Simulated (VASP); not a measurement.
# BaTiO3: the band gap up a ladder of functionals, part 7 of 7

Aim: the band gap of BaTiO3 at many levels of theory on one cell, with the cost of each. The start is a cell from a database of measured crystal structures.

VASP 6.6.1, plane waves and PAW; the level of theory is named at each step.

So far, least gap on mesh and path (eV): step 2 (bands, level LDA, k 4×4×4) 1.63; step 9 (bands, level HSE06, k 4×4×4) 3.14; step 10 (bands, level HSEsol, k 4×4×4) 3.09; step 12 (bands, level r2SCAN-EpsX, k 4×4×4) 3.32; step 13 (bands, level PBE + SOC) 1.72.

## Step 14: Bands with TB-mBJ + SOC

This step: TB-mBJ, spin-orbit coupling; plane waves and PAW (Ba_sv, Ti_sv, O) (VASP 6.6.1).

INCAR reads:

```
SYSTEM = BaTiO3
PREC = Accurate
ENCUT = 520
EDIFF = 1E-06
NELM = 150
ISMEAR = 0
SIGMA = 0.02
LREAL = .FALSE.
ALGO = Normal
METAGGA = MBJ
LASPH = .TRUE.
LNONCOLLINEAR = .TRUE.
MAGMOM = 0 0 0 0 0 0 0 0 0 0 0 0 0 0 0
NBANDS = 52
GGA_COMPAT = .FALSE.
LSORBIT = .TRUE.
LMAXMIX = 4
LORBIT = 11
LWAVE = .FALSE.
LCHARG = .FALSE.
KPAR = 8
```

POSCAR reads:

```
BaTiO3
1.0
    4.0060000000      0.0000000000      0.0000000000
    0.0000000000      4.0060000000      0.0000000000
    0.0000000000      0.0000000000      4.0060000000
Ba Ti O
1 1 3
Direct
    0.5000000000      0.5000000000      0.5000000000
    0.0000000000      0.0000000000      0.0000000000
    0.5000000000      0.0000000000      0.0000000000
    0.0000000000      0.5000000000      0.0000000000
    0.0000000000      0.0000000000      0.5000000000
```

KPOINTS reads:

```
Automatic mesh
0
Gamma
5 5 5
0 0 0
```

KPOINTS_OPT reads:

```
Line mode
16
Line-mode
Reciprocal
  0.00000000   0.00000000   0.00000000 GAMMA
  0.00000000   0.50000000   0.00000000 X

  0.00000000   0.50000000   0.00000000 X
  0.50000000   0.50000000   0.00000000 M

  0.50000000   0.50000000   0.00000000 M
  0.00000000   0.00000000   0.00000000 GAMMA

  0.00000000   0.00000000   0.00000000 GAMMA
  0.50000000   0.50000000   0.50000000 R

  0.50000000   0.50000000   0.50000000 R
  0.00000000   0.50000000   0.00000000 X

  0.50000000   0.50000000   0.00000000 M
  0.50000000   0.50000000   0.50000000 R
```

The projector-augmented-wave data sets are Ba_sv, Ti_sv and O (PBE family, release 64).

Run with:

```
$ mpirun -np 8 vasp_ncl
```

Numbers of over 12 decimals in the logs are rounded to 6 here.

Log:

```text
[... set-up lines as in an earlier step ...]
 entering main loop
       N       E                     dE             d eps       ncg     rms          rms(c)
DAV:   1     0.995239307109E+03    0.99524E+03   -0.19441E+04  1040   0.164E+03
DAV:   2     0.513734917154E+03   -0.48150E+03   -0.45647E+03  1156   0.475E+02
DAV:   3     0.443574027599E+03   -0.70161E+02   -0.68819E+02  1440   0.181E+02
DAV:   4     0.439065646069E+03   -0.45084E+01   -0.44893E+01  1528   0.435E+01
[...]
DAV:   8     0.451189094607E+03    0.68644E+01   -0.16864E+01  1492   0.283E+01    0.431E+00
DAV:   9     0.450127206346E+03   -0.10619E+01   -0.43344E+00  1360   0.157E+01    0.617E+00
DAV:  10     0.454110423109E+03    0.39832E+01   -0.43508E+00  1424   0.240E+01    0.392E+00
[... 130 further cycles ...]
DAV: 141     0.471011368830E+03    0.22035E+01   -0.10896E+01  1176   0.303E+01    0.645E+00
DAV: 142     0.471612902602E+03    0.60153E+00   -0.19615E+00  1120   0.142E+01    0.429E+00
DAV: 143     0.471352312883E+03   -0.26059E+00   -0.32280E-01  1172   0.601E+00    0.524E+00
DAV: 144     0.470848174744E+03   -0.50414E+00   -0.31092E-01  1196   0.565E+00    0.437E+00
[...]
DAV: 148     0.282163096071E+03    0.72567E+04   -0.85588E+03  1424   0.451E+02    0.501E+01
DAV: 149     0.457687030328E+03    0.17552E+03   -0.23309E+03  1560   0.163E+02    0.559E+01
DAV: 150     0.486176391096E+03    0.28489E+02   -0.14284E+03  1824   0.254E+02
 [... a notice as in an earlier step ...]

   1 F= 0.48617639E+03 E0= 0.48617849E+03  d E =-.420652E-02  mag=     0.0000    -0.0000     0.0000
 Start KPOINTS_OPT (optional k-point list driver)
k-point batch [1-10\96]
       N       E                     dE             ncg
DAV:   1     0.292612217803E+04    0.18668E+04     1040
DAV:   2    -0.199744067805E+04   -0.49236E+04     1212
DAV:   3    -0.265208460699E+04   -0.65464E+03     1320
DAV:   4    -0.270130756162E+04   -0.49223E+02     1408
[...]
DAV:   8    -0.270523132257E+04   -0.80954E-04     1168
DAV:   9    -0.270523132663E+04   -0.40577E-05      788
DAV:  10    -0.270523132689E+04   -0.25543E-06      680
[...]
k-point batch [91-96\96]
       N       E                     dE             ncg
DAV:   1     0.729710384930E+04   -0.72447E+04      624
DAV:   2     0.437373079891E+04   -0.29234E+04      696
DAV:   3     0.393179801356E+04   -0.44193E+03      844
DAV:   4     0.389106915149E+04   -0.40729E+02      892
DAV:   5     0.388916797625E+04   -0.19012E+01      920
DAV:   6     0.388912570978E+04   -0.42266E-01      824
DAV:   7     0.388912420151E+04   -0.15083E-02      964
DAV:   8     0.388912416972E+04   -0.31790E-04      824
DAV:   9     0.388912416879E+04   -0.92915E-06      676
```

The job ended after 9.1 min (8 MPI ranks of AMD EPYC 7R43, shared host; peak memory 3 GiB).

From OUTCAR (step 14):

```text
 k-point     1 :       0.0000    0.0000    0.0000
  band No.  band energies     occupation
    ...
     43      10.6129      1.00000
     44      10.6130      1.00000
     45      10.6240      1.00000
     46      10.6257      1.00000
     47      10.6445      1.00000
     48      10.9137      0.00000
     49      12.6933      0.00000
     50      15.1661      0.00000
     51      26.2678      0.00000
     52      26.7999      0.00000

  Total       28.3193814     28.3193814     28.3193814      0.0000000      0.0000000     -0.0000000
  in kB      705.7672636    705.7672636    705.7672636      0.0000000      0.0000000     -0.0000000
  external PRESSURE =     705.7672636 kB  Pullay stress =       0.0000000 kB

 POSITION                                       TOTAL-FORCE (eV/Angst)
 -----------------------------------------------------------------------------------
      2.00300      2.00300      2.00300         0.000000      0.000000      0.000000
      0.00000      0.00000      0.00000         0.000000      0.000000      0.000000
      2.00300      0.00000      0.00000         0.000000      0.000000      0.000000
      0.00000      2.00300      0.00000         0.000000      0.000000      0.000000
      0.00000      0.00000      2.00300         0.000000      0.000000      0.000000
 -----------------------------------------------------------------------------------
    total drift:                                0.000000     -0.000000     -0.000000

  FREE ENERGIE OF THE ION-ELECTRON SYSTEM (eV)
  ---------------------------------------------------
  free  energy   TOTEN  =       486.1763910961 eV

  energy  without entropy=      486.1805976134  energy(sigma->0) =      486.17849435

 Spin-Orbit-Coupling matrix elements
 Ion:    1  E_soc:     -0.8479865
 Ion:    2  E_soc:     -0.0125424
 Ion:    3  E_soc:     -0.0002289
 Ion:    4  E_soc:     -0.0002289
 Ion:    5  E_soc:     -0.0002289

 magnetization (x)
# of ion       s       p       d       tot
------------------------------------------
    1        0.000   0.000   0.000   0.000
    2       -0.000  -0.000   0.000  -0.000
    3        0.000   0.000   0.000   0.000
    4       -0.000   0.000   0.000   0.000
    5        0.000  -0.000   0.000  -0.000
--------------------------------------------------
tot         -0.000  -0.000   0.000  -0.000

 magnetization (y)
# of ion       s       p       d       tot
------------------------------------------
    1        0.000   0.000   0.000   0.000
    2       -0.000   0.000   0.000   0.000
    3        0.000  -0.000   0.000  -0.000
    4       -0.000   0.000   0.000   0.000
    5        0.000   0.000   0.000   0.000
--------------------------------------------------
tot         -0.000   0.000   0.000   0.000

 magnetization (z)
# of ion       s       p       d       tot
------------------------------------------
    1        0.000   0.000  -0.000  -0.000
    2        0.000   0.000   0.000   0.000
    3        0.000   0.000   0.000   0.000
    4        0.000   0.000   0.000   0.000
    5        0.000  -0.000   0.000  -0.000
--------------------------------------------------
tot          0.000  -0.000  -0.000  -0.000

[... 7 parts as in an earlier step ...]

[... 12 further parts left out ...]
[key lines of the parts left out:]
E-fermi :  10.8164
```

EDIFF was not reached within NELM cycles, so the run counts as unconverged.

## Step 15: The ladder as a table

This step: ladder of functionals on one cell; plane waves and PAW (VASP 6.6.1).

No new run; the numbers come from the runs before.

A gap of 0 means none; cost is the wall time of each run, as given at its step, times its ranks, without the set-up around it. Results by level, by row:

| level | gap (eV) | least direct gap (eV) | pressure (GPa) | cost (core minutes) |
| --- | --- | --- | --- | --- |
| LDA | 1.629 | 1.771 | -7.17 | 4.4 |
| PBEsol | 1.675 | 1.823 | -2.76 | 4.67 |
| PBE | 1.721 | 1.869 | 3.48 | 5.87 |
| r2SCAN | 2.11 | 2.269 | 0.38 | 14.9 |
| AM05 | 1.675 | 1.823 | -2.04 | 4.53 |
| HSE06 | 3.141 | 3.263 | - | 111 |
| HSEsol | 3.088 | 3.211 | - | 117 |
| r2SCAN-EpsX | 3.317 | 3.454 | - | 129 |
| PBE + SOC | 1.719 | 1.824 | 3.41 | 15.3 |

## Step 16: Outcome

| Quantity | Value |
| --- | --- |
| gap, LDA | 1.63 eV |
| gap, PBEsol | 1.68 eV |
| gap, PBE | 1.72 eV |
| gap, r2SCAN | 2.11 eV |
| gap, AM05 | 1.67 eV |
| gap, HSE06 | 3.14 eV |
| gap, HSEsol | 3.09 eV |
| gap, r2SCAN-EpsX | 3.32 eV |
| gap, PBE + SOC | 1.72 eV |

**Reading.** For BaTiO3, without spin-orbit coupling, the functional decides between a gap of 1.63 eV (LDA) and 3.32 eV (r2SCAN-EpsX), while across these levels the cost spans a factor of 29. HSE06 moves the gap by +1.42 eV from PBE, at about 19 times the core time, though on fewer points of the path. On r2SCAN the gap grows with the share of exact exchange: 2.11 eV at none, 3.32 eV at 0.15. Spin-orbit coupling changes the PBE gap by -0.00 eV (the two runs use different meshes). Adding the spin-orbit shift of PBE (-0.00 eV) to levels run without it gives estimates of 3.14 eV for HSE06, 3.09 eV for HSEsol and 3.32 eV for r2SCAN-EpsX; the shift need not carry over unchanged. All levels use one geometry, and one mesh but for spin-orbit runs, kept coarse to afford the hybrids, so no gap here is fully converged. Costs come from a shared host, and the hybrids use PRECFOCK = Fast. Not obtained: TB-mBJ, because the run did not converge. Not obtained: TB-mBJ + SOC, because the run did not converge. These are single-particle gaps of a static lattice, without excitons or temperature.

[Lines on the potential files, build, host, timing and source positions are cut from VASP's logs without a mark.]

[Logs are printed without paths, hosts, clocks, repeated set-up lines and the standing remarks that a program may print on its own settings, such as how far it seeks lower states.]

[Hosts, paths, dates, database ids (printed as entryN), source tags and the programs' standing remarks are cut or masked in the printed files.]

[A measured line is paired with the nearest computed mode of its activity, which favours agreement.]
